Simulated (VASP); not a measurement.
Method: PBE GGA, VASP's PBE PAW potentials (set 64) (plane waves; VASP).

The input files of a VASP run:

INCAR:
```
ALGO = Normal
EDIFF = 1E-6
EDIFFG = -0.02
ENCUT = 500
GGA = PE
IBRION = 2
ISIF = 3
ISMEAR = 1
LASPH = .True.
LCHARG = .False.
LMAXMIX = 4
LREAL = .False.
LWAVE = .False.
NELM = 100
NSW = 40
PREC = Accurate
PSTRESS = 50
SIGMA = 0.1
SYSTEM = CuZn
```

POSCAR:
```
CuZn
1
    2.9688576508     0.0000000000     0.0000000000
    0.0000000000     2.9688576508     0.0000000000
    0.0000000000     0.0000000000     2.9688576508
Zn Cu
1 1
Direct
  0.5000000000   0.5000000000   0.5000000000
  0.0000000000   0.0000000000   0.0000000000
```

File KPOINTS:
```
Automatic mesh
0
Gamma
12 12 12
0 0 0
```

POTCAR, in this order: Zn Cu (PBE.64 set). Program: vasp_std.

The resulting files:

### OSZICAR
```
       N       E                     dE             d eps       ncg     rms          rms(c)
DAV:   1     0.111138397311E+03    0.11114E+03   -0.11344E+04  2592   0.245E+03
DAV:   2    -0.292122495776E+01   -0.11406E+03   -0.11091E+03  2534   0.326E+02
DAV:   3    -0.604364864313E+01   -0.31224E+01   -0.31069E+01  3038   0.731E+01
DAV:   4    -0.606827696540E+01   -0.24628E-01   -0.24615E-01  2975   0.579E+00
DAV:   5    -0.606861164073E+01   -0.33468E-03   -0.33467E-03  3272   0.686E-01    0.936E+00
DAV:   6    -0.595877573280E+01    0.10984E+00   -0.17218E+01  2774   0.108E+02    0.608E+00
DAV:   7    -0.501565510600E+01    0.94312E+00   -0.38506E+00  2682   0.102E+02    0.217E+00
DAV:   8    -0.501964280731E+01   -0.39877E-02   -0.20319E-01  3418   0.660E+00    0.125E+00
DAV:   9    -0.501017024728E+01    0.94726E-02   -0.23503E-02  3036   0.395E+00    0.477E-02
DAV:  10    -0.501019495542E+01   -0.24708E-04   -0.60603E-04  3809   0.456E-01    0.270E-02
DAV:  11    -0.501019605571E+01   -0.11003E-05   -0.24144E-05  3533   0.128E-01    0.120E-02
DAV:  12    -0.501019493214E+01    0.11236E-05   -0.12149E-06  1962   0.333E-02    0.219E-03
DAV:  13    -0.501019494806E+01   -0.15925E-07   -0.52889E-07  1631   0.190E-02
   1 F= -.41935608E+01 E0= -.41935988E+01  d E =-.419356E+01
       N       E                     dE             d eps       ncg     rms          rms(c)
DAV:   1    -0.647972657313E+01   -0.14695E+01   -0.18716E+01  2520   0.101E+02    0.999E+00
DAV:   2    -0.568682050143E+01    0.79291E+00   -0.14044E+01  2614   0.101E+02    0.497E+00
DAV:   3    -0.502860362799E+01    0.65822E+00   -0.31432E+00  2580   0.782E+01    0.200E+00
DAV:   4    -0.499312964889E+01    0.35474E-01   -0.17194E-01  3507   0.861E+00    0.964E-01
DAV:   5    -0.497608431615E+01    0.17045E-01   -0.91217E-03  4090   0.194E+00    0.910E-02
DAV:   6    -0.497610866899E+01   -0.24353E-04   -0.71812E-04  3829   0.385E-01    0.415E-02
DAV:   7    -0.497610685399E+01    0.18150E-05   -0.32216E-05  4103   0.165E-01    0.328E-03
DAV:   8    -0.497610658389E+01    0.27010E-06   -0.25070E-06  2046   0.452E-02
   2 F= -.42057451E+01 E0= -.42057469E+01  d E =-.121843E-01
       N       E                     dE             d eps       ncg     rms          rms(c)
DAV:   1    -0.514045523082E+01   -0.16435E+00   -0.20062E+00  2520   0.353E+01    0.293E+00
DAV:   2    -0.504430101413E+01    0.96154E-01   -0.10727E+00  2550   0.272E+01    0.135E+00
DAV:   3    -0.500395386925E+01    0.40347E-01   -0.28044E-01  2595   0.160E+01    0.829E-01
DAV:   4    -0.499672840130E+01    0.72255E-02   -0.16279E-02  3371   0.387E+00    0.316E-01
DAV:   5    -0.499480270260E+01    0.19257E-02   -0.16319E-03  4014   0.746E-01    0.256E-02
DAV:   6    -0.499479699664E+01    0.57060E-05   -0.11404E-04  3494   0.240E-01    0.866E-03
DAV:   7    -0.499480172680E+01   -0.47302E-05   -0.27475E-06  2482   0.357E-02    0.112E-03
DAV:   8    -0.499480214723E+01   -0.42042E-06   -0.10044E-06  1550   0.180E-02
   3 F= -.42097520E+01 E0= -.42097720E+01  d E =-.161912E-01
```

OUTCAR:
```
------------------------ aborting loop because EDIFF is reached ----------------------------------------
  FORCE on cell =-STRESS in cart. coord.  units (eV):
  Direction    XX          YY          ZZ          XY          YZ          ZX
  --------------------------------------------------------------------------------------
  Total        0.8002797      0.8002797      0.8002797     -0.0000000     -0.0000000      0.0000000
  in kB       50.9699725     50.9699725     50.9699725     -0.0000000     -0.0000000      0.0000000
  external PRESSURE =       0.9699725 kB  Pullay stress =      50.0000000 kB
  volume of cell :       25.16
      direct lattice vectors                 reciprocal lattice vectors
     2.930078972  0.000000000 -0.000000000     0.341287730 -0.000000000 -0.000000000
     0.000000000  2.930078972 -0.000000000    -0.000000000  0.341287730  0.000000000
     0.000000000 -0.000000000  2.930078972     0.000000000  0.000000000  0.341287730
 POSITION                                       TOTAL-FORCE (eV/Angst)
 -----------------------------------------------------------------------------------
      1.46504      1.46504      1.46504         0.000000     -0.000000      0.000000
      0.00000      0.00000      0.00000        -0.000000      0.000000      0.000000
 -----------------------------------------------------------------------------------
    total drift:                                0.000000      0.000000     -0.000000
  FREE ENERGIE OF THE ION-ELECTRON SYSTEM (eV)
  ---------------------------------------------------
  free  energy   TOTEN  =        -4.9948021472 eV

  energy  without entropy=       -4.9948621740  energy(sigma->0) =       -4.99482216
  enthalpy is  TOTEN    =        -4.2097520008 eV   P V=        0.7850501465

 reached required accuracy - stopping structural energy minimisation
```
(Selected blocks of OUTCAR.)

### CONTCAR
```
CuZn
   1.00000000000000
     2.9300789718703388    0.0000000000000000   -0.0000000000000000
     0.0000000000000000    2.9300789718703388   -0.0000000000000000
     0.0000000000000000   -0.0000000000000000    2.9300789718703388
  Zn              Cu
     1     1
Direct
     0.5000000000000000    0.5000000000000000    0.5000000000000000
     0.0000000000000000    0.0000000000000000    0.0000000000000000
```

Energy and stress use the plane-wave basis of the starting cell.

The compound is CuZn in the CsCl type structure. This run relaxes it under an external pressure of 5 GPa. Symmetry was kept, so distortions that lower it aren't found. The electron count is odd and the run is not spin-polarised, which forces a metal.
